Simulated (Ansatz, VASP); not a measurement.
# Pt (Pt(111)): VASP beside Ansatz

One calculation is typed for both programs; each brings its own data sets. How far apart do they land? The cell is taken from a series of runs on this material, whose earlier steps may have relaxed, scaled, displaced or heated it; both programs get it as it stands.

Main program and level: Ansatz 0.2.0; plane waves, with VASP 6.6.1 beside it; single point at PBE.

## 1. Set-up

The cell holds 5 atoms: 5 Pt. Its edges and angles: a = 2.772 Å, b = 2.772 Å, c = 27.053 Å, α = 90.0°, β = 90.0°, γ = 60.0°. Vacuum lies along c.

As a file:

```cif
data_structure
_symmetry_space_group_name_H-M 'P 1'
_symmetry_Int_Tables_number 1
_cell_length_a 2.7719
_cell_length_b 2.7719
_cell_length_c 27.0529
_cell_angle_alpha 90.000
_cell_angle_beta 90.000
_cell_angle_gamma 60.000
_cell_volume 180.01
loop_
_atom_site_label
_atom_site_type_symbol
_atom_site_fract_x
_atom_site_fract_y
_atom_site_fract_z
_atom_site_occupancy
Pt1 Pt 0.66667 0.66667 0.33268 1
Pt2 Pt 0.00000 0.00000 0.41634 1
Pt3 Pt 0.33333 0.33333 0.50000 1
Pt4 Pt 0.66667 0.66667 0.58366 1
Pt5 Pt 0.00000 0.00000 0.66732 1
```

## 2. Ansatz: single point, PBE

Ansatz runs on its default PAW (the set named soft_2) files.

A single point gives forces, pressure and levels at one fixed geometry, so differences don't come from the geometry; what else differs is listed under the comparison.

File input.yaml:

```yaml
crystal:
  lattice:
    - [2.7718585823, 0.0, 0.0]
    - [1.3859292911, 2.4004999479, 0.0]
    - [0.0, 0.0, 27.0528522209]
  atoms:
    - { symbol: Pt, position: [0.6666666667, 0.6666666667, 0.3326821115] }
    - { symbol: Pt, position: [0.0, 0.0, 0.4163410558] }
    - { symbol: Pt, position: [0.3333333333, 0.3333333333, 0.5] }
    - { symbol: Pt, position: [0.6666666667, 0.6666666667, 0.5836589442] }
    - { symbol: Pt, position: [0.0, 0.0, 0.6673178885] }
kpoints:
  mp_grid: { grid: [24, 24, 1] }
hamiltonian:
  xc: pbe
scf:
  occupations: { method: fermi_dirac, width: 0.1 }
  convergence: { dr2_threshold: 1.0e-10 }
efield:
  axis: 3
  dipole_correction: true
  ramp_position: 0.97
  ramp_width: 0.06
  amplitude: 0
output:
  forces: true
  write_potential: true
  write_density: true
  volumetric_format: npy
```

Run with:

```sh
$ ansatz run input.yaml --threads 4 --pin off --max-ram 6144MiB --backend cpu --events-out ev --progress --plain --runs-dir out
```

Numbers of over 12 decimals in the logs are rounded to 6 here.

What it wrote:

```text
Engine: ansatz 0.2.0, aarch64-unknown-linux-gnu
Pseudopotentials: kind: paw
Pseudopotential: Pt, paw, valence charge 18, recommended cutoff 420 eV (normal), Pt.paw.azcp
Functional definition: PBE
  parameter kappa = 0.804
  parameter beta = 0.066725
  exchange = pbe_x(kappa = kappa, mu = beta*pi^2/3)
  correlation = pbe_c(beta = beta)
Crystal: 5 atoms, lattice volume = 180.006 Å³
Basis set: ecut = 420 eV, 3523 PW (Γ), exchange–correlation on 40×40×384 points (8 copies of the dense FFT grid, shifted against one another)
Bands: 54, of which v1, the nominal top of the filled ones, is band 45 counted from 1 (44 counted from 0)
Symmetry: 6 space group operations
k-points: 61 of 576 (time reversal used)
Non-local potential: Pt, projectors of the file, l = 0: 3, l = 1: 2, l = 2: 2, l = 3: 1
PAW form: soft (Blöchl's): semilocal exchange-correlation on the pseudo side does not see the compensation charge
PAW one-centre angular grid: Pt, 590 points (default); XC on 64 Gauss nodes
Initial density: superposition of atomic densities (neutral atoms: chi_scale 0, normalization atom), corrected by the library's trained network
Initial wavefunctions: pseudopotential atomic-orbital guess
Functional: x = pbe(κ = 0.804, μ = 0.219515), c = pbe(β = 0.066725)
SCF iter   1: F=—  HF=-62613.993028 eV  |F-HF|=—  |Δ(HF+E_count)|=         —  Δρ=9.12e-3  dr2=1.54e0  ethr=1.77e-3  p=0.000 e·Å  D=8.92e-14 V/Å  ΔV_dip=-0.00 eV  dr2_dipole=1.91e-8  V_vac-E_F(+/−)=5.18/5.18 eV  ⟨swp⟩=9.0  Hψ=14970  notcnv=0  defer=16
efield: sawtooth ramp at fractional position 0.9700 (set: `efield.ramp_position`, or a place that a band, a saddle search or an elastic batch's reference lends), width 0.0600; the density the first Hamiltonian is built on has a dipole p = 0.000 e·Å; the dipole correction subtracts the counter field D = 8.92e-14 V/Å, which shifts the + side's vacuum level by -0.00 eV against the − side's; the planar-averaged density in the ramp window peaks in size at 7.8e-6 e/Å³
preconditioner: auto → LDOS  [metal: Δε(μ)=0.004 eV  Ē_g=7.559 eV  σ=0.100 eV  W_gap=0.01  n_scr=20 (ndim 8)  ℏωp=19.6 eV  f_vac=0.537  D(μ)=9.57/eV (n_scr^D=116)  β→1.0]
SCF iter   2: F=—  HF=-62613.973902 eV  |F-HF|=—  |Δ(HF+E_count)|=   1.91e-2  Δρ=4.29e-3  dr2=1.97e-1  ethr=1.71e-3  p=0.000 e·Å  D=1.74e-5 V/Å  ΔV_dip=-0.00 eV  dr2_dipole=4.59e-8  V_vac-E_F(+/−)=5.62/5.62 eV  ⟨swp⟩=1.9  Hψ=3992  notcnv=0  defer=33
SCF iter   3: F=—  HF=-62613.972955 eV  |F-HF|=—  |Δ(HF+E_count)|=   9.47e-4  Δρ=2.29e-3  dr2=6.52e-2  ethr=2.19e-4  p=0.000 e·Å  D=5.82e-6 V/Å  ΔV_dip=-0.00 eV  dr2_dipole=1.12e-6  V_vac-E_F(+/−)=5.59/5.59 eV  ⟨swp⟩=2.4  Hψ=4296  notcnv=0  defer=47
SCF iter   4: F=—  HF=-62613.968238 eV  |F-HF|=—  |Δ(HF+E_count)|=   4.72e-3  Δρ=4.83e-4  dr2=1.65e-3  ethr=7.25e-5  p=0.000 e·Å  D=4.26e-6 V/Å  ΔV_dip=-0.00 eV  dr2_dipole=1.43e-8  V_vac-E_F(+/−)=5.69/5.69 eV  ⟨swp⟩=2.2  Hψ=4597  notcnv=0  defer=47
SCF iter   5: F=—  HF=-62613.968115 eV  |F-HF|=—  |Δ(HF+E_count)|=   1.22e-4  Δρ=1.74e-4  dr2=4.96e-5  ethr=1.83e-6  p=0.000 e·Å  D=1.09e-6 V/Å  ΔV_dip=-0.00 eV  dr2_dipole=5.29e-10  V_vac-E_F(+/−)=5.67/5.67 eV  ⟨swp⟩=2.8  Hψ=5518  notcnv=0  defer=47
SCF iter   6: F=—  HF=-62613.968149 eV  |F-HF|=—  |Δ(HF+E_count)|=   3.39e-5  Δρ=5.68e-5  dr2=1.39e-5  ethr=5.51e-8  p=0.000 e·Å  D=2.07e-6 V/Å  ΔV_dip=-0.00 eV  dr2_dipole=1.97e-10  V_vac-E_F(+/−)=5.66/5.66 eV  ⟨swp⟩=2.3  Hψ=5372  notcnv=0  defer=47
SCF iter   7: F=—  HF=-62613.968153 eV  |F-HF|=—  |Δ(HF+E_count)|=   3.81e-6  Δρ=3.26e-5  dr2=5.00e-6  ethr=1.54e-8  p=-0.000 e·Å  D=-1.88e-6 V/Å  ΔV_dip=0.00 eV  dr2_dipole=1.79e-10  V_vac-E_F(+/−)=5.66/5.66 eV  ⟨swp⟩=1.6  Hψ=3760  notcnv=0  defer=47
SCF iter   8: F=—  HF=-62613.968498 eV  |F-HF|=—  |Δ(HF+E_count)|=   3.45e-4  Δρ=1.47e-5  dr2=1.25e-6  ethr=5.55e-9  p=0.000 e·Å  D=1.88e-6 V/Å  ΔV_dip=-0.00 eV  dr2_dipole=1.46e-10  V_vac-E_F(+/−)=5.66/5.66 eV  ⟨swp⟩=1.4  Hψ=3654  notcnv=0  defer=43
SCF iter   9: F=—  HF=-62613.968499 eV  |F-HF|=—  |Δ(HF+E_count)|=   3.47e-7  Δρ=4.83e-6  dr2=1.27e-7  ethr=1.38e-9  p=-0.000 e·Å  D=-2.60e-6 V/Å  ΔV_dip=0.00 eV  dr2_dipole=2.62e-10  V_vac-E_F(+/−)=5.66/5.66 eV  ⟨swp⟩=1.5  Hψ=3793  notcnv=0  defer=43
SCF iter  10: F=—  HF=-62613.968499 eV  |F-HF|=—  |Δ(HF+E_count)|=   6.20e-8  Δρ=1.41e-6  dr2=4.66e-9  ethr=1.41e-10  p=0.000 e·Å  D=5.01e-7 V/Å  ΔV_dip=-0.00 eV  dr2_dipole=1.97e-12  V_vac-E_F(+/−)=5.66/5.66 eV  ⟨swp⟩=2.0  Hψ=4796  notcnv=0  defer=43
SCF iter  11: F=—  HF=-62613.968499 eV  |F-HF|=—  |Δ(HF+E_count)|=   9.70e-9  Δρ=4.52e-7  dr2=8.65e-10  ethr=5.18e-12  p=-0.000 e·Å  D=-2.21e-7 V/Å  ΔV_dip=0.00 eV  dr2_dipole=2.70e-12  V_vac-E_F(+/−)=5.66/5.66 eV  ⟨swp⟩=3.0  Hψ=6356  notcnv=0  defer=43
SCF iter  12: F=-62613.968499 eV  HF=-62613.968499 eV  |F-HF|=1.24e-10  |Δ(HF+E_count)|=   1.67e-9  Δρ=1.41e-7  dr2=7.04e-11  ethr=1.00e-12  p=0.000 e·Å  D=3.66e-8 V/Å  ΔV_dip=-0.00 eV  dr2_dipole=1.06e-13  V_vac-E_F(+/−)=5.66/5.66 eV  ⟨swp⟩=14.0  Hψ=22204  notcnv=0
SCF 1 converged in 12 iterations: F = -62613.968499 eV  dr2 = 7.04e-11
  greatest PAW one-centre occupation: 1.000 electrons in one spin orbital (limit 2), on the Pt atom at site 2 (counted from 0), in its partial waves of l = 0
WARN: The output density's exchange-correlation potential varies sharply where the density is thin. Do not read a vacuum level from v_tot or v_xc, or from such a field of the output density. On a cell that repeats whose density bears no net charge and no dipole along the vacuum's axis use v_es (v_loc + v_h of the components); under efield.dipole_correction with no amplitude use v_es + v_field, which holds any externa [...]
SCF converged after 12 iterations
Free energy (F): -62613.968499 eV
Harris-Foulkes:  -62613.968499 eV  (|F-HF|=1.24e-10)
Internal energy: -62613.666467 eV  (E = F + TS)
E sigma→0 (E₀):  -62613.817483 eV
Entropy (-TS):   -0.302032 eV (-60.406 meV/atom)
Fermi energy:    6.484372 eV
Dipole field:    D = -0.000000 V/Å  (p = -0.000000 e·Å, saw-weighted, corrected)
Work function:   Φ+ = 5.6596 eV   Φ− = 5.6596 eV
Levels:          The Fermi level and band energies are counted from a zero that moves with the ramp; work functions are not
--- Per-component energies (eV) ---
  E_band       = -2143.219700
  E_kinetic    = 3187.228849
  E_local      = -178686.826415  (includes V_loc(G=0)·N_el)
  E_nonlocal   = 1000.094777
  E_hartree    = 87655.772784
  E_xc         = -1307.557353
  E_vxc        = -1512.255496  (∫ρ·V_xc dr)
  E_paw        = -47270.314964  (= ΣΔE_a)
  E_vpaw       = -1443.008860  (= ΣTr[D̂ρ^β])
  E_aug_tail   = 0.000995  (compensation charges beyond the density's cutoff)
  E_efield     = 0.000000  (sawtooth field / dipole correction)
  E_vefield    = 0.000000  (∫n·V_field dr)
  E_ewald      = 72807.934859
  E_smearing   = -0.302032  (= −TS)
  E_closure    = 0.000000  (closes the sum)
  Σ components = -62613.968499   (vs F -62613.968499, Δ=0.00e0)
--- Forces (eV/Å), atoms counted from 1 ---
  atom   1  Pt     0.00000000     0.00000000    -0.54242050
  atom   2  Pt    -0.00000000     0.00000000     0.22451172
  atom   3  Pt    -0.00000000     0.00000000     0.00000033
  atom   4  Pt     0.00000000    -0.00000000    -0.22451097
  atom   5  Pt    -0.00000000     0.00000000     0.54241922
  max |Σ_I F_I| component: 1.99e-7 eV/Å
--- Band table (eV; the first three rows and the last of 61) ---
  k-point 0: bands = [... 41 lower, 4.9926, 4.9926, 5.4716, 5.4716, 6.1355, 6.1355, 6.2640, 6.4751, ... 5 higher]
  k-point 1: bands = [... 41 lower, 5.0170, 5.0244, 5.4722, 5.5236, 5.7556, 6.1118, 6.1368, 6.4790, ... 5 higher]
  k-point 2: bands = [... 41 lower, 5.0274, 5.0363, 5.2745, 5.4751, 5.5108, 6.0685, 6.1398, 6.4901, ... 5 higher]
  k-point 60: bands = [... 41 lower, 5.9181, 6.1505, 6.2596, 6.2596, 11.2044, 11.2044, 11.3185, 12.0107, ... 5 higher]
```

In the SCF lines HF is the Harris–Foulkes energy and dr2 the Hartree energy of the density residual, in eV; the loop may stop once dr2 is under the threshold and the program's other checks hold. Hψ counts applications of the Hamiltonian.

## 3. VASP: single point, PBE

The same cell, functional, mesh and smearing now go to VASP, with its own data sets.

Lines of VASP's logs that name or quote its potential files are left out, and so is its time.

File INCAR:

```
SYSTEM = Pt
PREC = Accurate
ENCUT = 400
EDIFF = 1E-06
NELM = 120
ISMEAR = -1
SIGMA = 0.1
LREAL = .FALSE.
ALGO = Normal
GGA = PE
NBANDS = 31
LASPH = .TRUE.
LORBIT = 11
LWAVE = .FALSE.
LCHARG = .FALSE.
ISIF = 2
LDIPOL = .TRUE.
IDIPOL = 3
DIPOL = 0.5 0.5 0.5
LVHAR = .TRUE.
GGA_COMPAT = .FALSE.
NELMDL = -8
KPAR = 2
```

File POSCAR:

```
Pt
1.0
    2.7718585823      0.0000000000      0.0000000000
    1.3859292911      2.4004999479      0.0000000000
    0.0000000000      0.0000000000     27.0528522209
Pt
5
Direct
    0.6666666666      0.6666666667      0.3326821115
    1.0000000000      0.0000000001      0.4163410558
    0.3333333333      0.3333333334      0.5000000000
    0.6666666666      0.6666666667      0.5836589442
    1.0000000000      0.0000000001      0.6673178885
```

File KPOINTS:

```
Automatic mesh
0
Gamma
24 24 1
0 0 0
```

Potentials, in the order of the species: Pt (PBE family, release 64).

Run with:

```sh
$ mpirun -np 2 vasp_std
```

What it wrote:

```text
[banner, memory and clock lines left out]
running    2 mpi-ranks, on    1 nodes
 distrk:  each k-point on    1 cores,    2 groups
 distr:  one band on    1 cores,    1 groups

 POSCAR found type information on POSCAR Pt
 POSCAR found :  1 types and       5 ions
 LDA part: xc-table for (Slater+PW92), standard interpolation
 POSCAR, INCAR and KPOINTS ok, starting setup
 FFT: planning ... GRIDC
 FFT: planning ... GRID_SOFT
 FFT: planning ... GRID
 WAVECAR not read
 entering main loop
       N       E                     dE             d eps       ncg     rms          rms(c)
DAV:   1     0.298547553069E+03    0.29855E+03   -0.20152E+04  3814   0.114E+03
DAV:   2    -0.149469630185E+02   -0.31349E+03   -0.29487E+03  4816   0.261E+02
DAV:   3    -0.308290733559E+02   -0.15882E+02   -0.14731E+02  4762   0.539E+01
DAV:   4    -0.313085231068E+02   -0.47945E+00   -0.46780E+00  4530   0.969E+00
DAV:   5    -0.313239082089E+02   -0.15385E-01   -0.15347E-01  4747   0.160E+00
DAV:   6    -0.313244007649E+02   -0.49256E-03   -0.49246E-03  5128   0.272E-01
DAV:   7    -0.313244142672E+02   -0.13502E-04   -0.13502E-04  4749   0.409E-02
DAV:   8    -0.313244147971E+02   -0.52988E-06   -0.52994E-06  3740   0.740E-03    0.259E+01
DAV:   9    -0.310446005188E+02    0.27981E+00   -0.11625E+01  4243   0.227E+01    0.211E+01
DAV:  10    -0.394223982465E+02   -0.83778E+01   -0.43651E+01  4452   0.587E+01    0.268E+01
DAV:  11    -0.326278027921E+02    0.67946E+01   -0.23429E+01  4268   0.262E+01    0.143E+01
DAV:  12    -0.301844360206E+02    0.24434E+01   -0.12090E+01  4239   0.264E+01    0.976E+00
DAV:  13    -0.295985866991E+02    0.58585E+00   -0.53707E+00  4356   0.153E+01    0.534E+00
DAV:  14    -0.294754756049E+02    0.12311E+00   -0.17244E+00  4403   0.950E+00    0.322E+00
[...]
DAV:  21    -0.294007238555E+02   -0.41397E-05   -0.10749E-05  4191   0.202E-02    0.829E-03
DAV:  22    -0.294007329169E+02   -0.90614E-05   -0.71379E-06  3074   0.183E-02    0.158E-02
DAV:  23    -0.294007402058E+02   -0.72889E-05   -0.81250E-06  3554   0.201E-02    0.279E-03
DAV:  24    -0.294007536632E+02   -0.13457E-04   -0.13210E-06  2710   0.508E-03    0.287E-03
DAV:  25    -0.294007623584E+02   -0.86951E-05   -0.64236E-07  2673   0.259E-03    0.149E-03
DAV:  26    -0.294007656048E+02   -0.32464E-05   -0.28516E-07  2586   0.258E-03    0.193E-03
DAV:  27    -0.294007682143E+02   -0.26095E-05   -0.18340E-07  2521   0.208E-03    0.578E-04
DAV:  28    -0.294007690034E+02   -0.78903E-06   -0.73932E-08  2486   0.115E-03
   1 F= -.29400769E+02 E0= -.29249133E+02  d E =-.303273E+00
```

From OUTCAR (step 3):

```text
ion  position               nearest neighbor table
   1  0.667  0.667  0.333-   2 2.77   2 2.77   2 2.77
   2  0.000  0.000  0.416-   3 2.77   3 2.77   3 2.77   1 2.77   1 2.77   1 2.77
   3  0.333  0.333  0.500-   2 2.77   4 2.77   4 2.77   2 2.77   4 2.77   2 2.77
   4  0.667  0.667  0.584-   3 2.77   3 2.77   3 2.77   5 2.77   5 2.77   5 2.77
   5  0.000  0.000  0.667-   4 2.77   4 2.77   4 2.77

  LATTYP: Found a hexagonal cell.
 ALAT       =     2.7718585822
 C/A-ratio  =     9.7598241102

 Subroutine GETGRP returns: Found 12 space group operations
 (whereof  6 operations were pure point group operations)

The static configuration has the point symmetry C_3v.
 The point group associated with its full space group is D_3d.

 Found     61 irreducible k-points:

   k-points           NKPTS =     61   k-points in BZ     NKDIM =     61   number of bands    NBANDS=     31

   dimension x,y,z NGX =    18 NGY =   18 NGZ =  180
   dimension x,y,z NGXF=    36 NGYF=   36 NGZF=  360

   ENCUT  =  400.0 eV  29.40 Ry    5.42 a.u.   4.52  4.52 44.12*2*pi/ulx,y,z

   NELECT =      50.0000    total number of electrons

 k-points in reciprocal lattice and weights: Automatic mesh
   0.00000000  0.00000000  0.00000000       0.002
   0.04166667 -0.00000000  0.00000000       0.010
   0.08333333 -0.00000000  0.00000000       0.010
   0.12500000 -0.00000000  0.00000000       0.010
   0.16666667  0.00000000  0.00000000       0.010
   0.20833333  0.00000000  0.00000000       0.010
   0.25000000 -0.00000000  0.00000000       0.010
   0.29166667  0.00000000  0.00000000       0.010
   0.33333333 -0.00000000  0.00000000       0.010
[...]
-0.37500000  0.29166667  0.00000000       0.021
  -0.33333333  0.33333333  0.00000000       0.003

 dipolmoment           0.000000      0.000000     -0.000000 electrons x Angstroem

 average (electrostatic) potential at core
       1 -72.2972       2 -72.7521       3 -72.8348       4 -72.7521       5 -72.2972

 E-fermi :   1.3949

 k-point     1 :       0.0000    0.0000    0.0000
  band No.  band energies     occupation
    ...
     26       1.0501      1.93835
     27       1.0501      1.93835
     28       1.1872      1.77736
     29       1.3872      1.03853
     30       1.3872      1.03853
     31       1.8741      0.01646

 k-point     2 :       0.0417   -0.0000    0.0000
  band No.  band energies     occupation
    ...
     25       0.4406      1.99986
     26       0.6741      1.99852
     27       1.0282      1.95017
     28       1.0514      1.93758
     29       1.3911      1.01944
     30       1.6474      0.14837
     31       2.3534      0.00014

 k-point     3 :       0.0833   -0.0000    0.0000
  band No.  band energies     occupation
    ...
     25       0.3909      1.99991
     26       0.4293      1.99987
     27       0.9839      1.96773
     28       1.0544      1.93577
     29       1.4020      0.96488
     30       2.1950      0.00067
     31       3.0714      0.00000

  Total        0.3003710      0.3003710      3.6406942     -0.0000000      0.0000000     -0.0000000
  in kB        2.6735154      2.6735154     32.4047711     -0.0000000      0.0000000     -0.0000000
  external PRESSURE =      12.5839340 kB  Pullay stress =       0.0000000 kB

  energy-cutoff  :      400.00
  volume of cell :      180.01
      direct lattice vectors                 reciprocal lattice vectors
     2.771858582  0.000000000  0.000000000     0.360768766 -0.208289944  0.000000000
     1.385929291  2.400499948  0.000000000     0.000000000  0.416579888  0.000000000
     0.000000000  0.000000000 27.052852221     0.000000000  0.000000000  0.036964679

 POSITION                                       TOTAL-FORCE (eV/Angst)
 -----------------------------------------------------------------------------------
      2.77186      1.60033      9.00000        -0.000000      0.000000     -0.519296
      0.00000      0.00000     11.26321         0.000000      0.000000      0.219775
      1.38593      0.80017     13.52643         0.000000     -0.000000     -0.000000
      2.77186      1.60033     15.78964        -0.000000     -0.000000     -0.219775
      0.00000      0.00000     18.05285         0.000000     -0.000000      0.519296
 -----------------------------------------------------------------------------------
    total drift:                               -0.000000     -0.000000      0.000000

  FREE ENERGIE OF THE ION-ELECTRON SYSTEM (eV)
  ---------------------------------------------------
  free  energy   TOTEN  =       -29.4007690034 eV

  energy  without entropy=      -29.0974962843  energy(sigma->0) =      -29.24913264

 vacuum level on the upper side and lower side of the slab         7.058         7.058

 total charge
# of ion       s       p       d       tot
------------------------------------------
    1        0.640   0.473   8.014   9.128
    2        0.632   0.605   8.045   9.282
    3        0.641   0.616   8.036   9.293
    4        0.632   0.605   8.045   9.282
    5        0.640   0.473   8.014   9.128
--------------------------------------------------
tot          3.185   2.772  40.154  46.111

[... 3 further parts left out ...]
```

## 4. Differences

Known differences besides the potentials themselves: the data sets hold 90 valence electrons in Ansatz (on its default PAW (the set named soft_2) files) and 50 in VASP; the cutoff is 420 eV in Ansatz and 400 eV in VASP. Total energies have different zeros and are not compared.

Compared:

```tsv
quantity	Ansatz	VASP	difference
work function, lower of the two faces (eV)	5.66	5.66	0.00
work function, higher of the two faces (eV)	5.66	5.66	0.00
```

Forces (eV/Å; atoms numbered as in POSCAR):

```tsv
atom	Ansatz x, y, z	VASP x, y, z
Pt1	0.000, 0.000, -0.542	0.000, 0.000, -0.519
Pt2	0.000, 0.000, 0.225	0.000, 0.000, 0.220
Pt3	0.000, 0.000, 0.000	0.000, 0.000, 0.000
Pt4	0.000, 0.000, -0.225	0.000, 0.000, -0.220
Pt5	0.000, 0.000, 0.542	0.000, 0.000, 0.519
```

The forces differ by 8.6 meV/Å r.m.s., which is 4.2 % of the r.m.s. force of 0.206 eV/Å (both taken over all components). With vacuum in the cell, a pressure given here is an average over mostly empty space and none of the material.

## 5. Summary of results

| Quantity | Value |
| --- | --- |
| r.m.s. force difference (single point, PBE) | 4.2 % of the r.m.s. force |

**Reading.** The r.m.s. force difference is 4.2 % of the r.m.s. force (single point, PBE), beyond the 3 % picked in this series as the mark of a large difference. The data sets hold unlike numbers of valence electrons (90 in Ansatz and 50 in VASP), so part of the differences comes from the potentials. How closely two codes agree says nothing of how well the functional describes the real material.

[Lines on the potential files, build, host, timing and source positions are cut from VASP's logs without a mark.]

[Logs are printed without paths, hosts, clocks, repeated set-up lines and the standing remarks that a program may print on its own settings, such as how far it seeks lower states.]

[Hosts, paths, dates, database ids (printed as entryN), source tags and the programs' standing remarks are cut or masked in the printed files.]
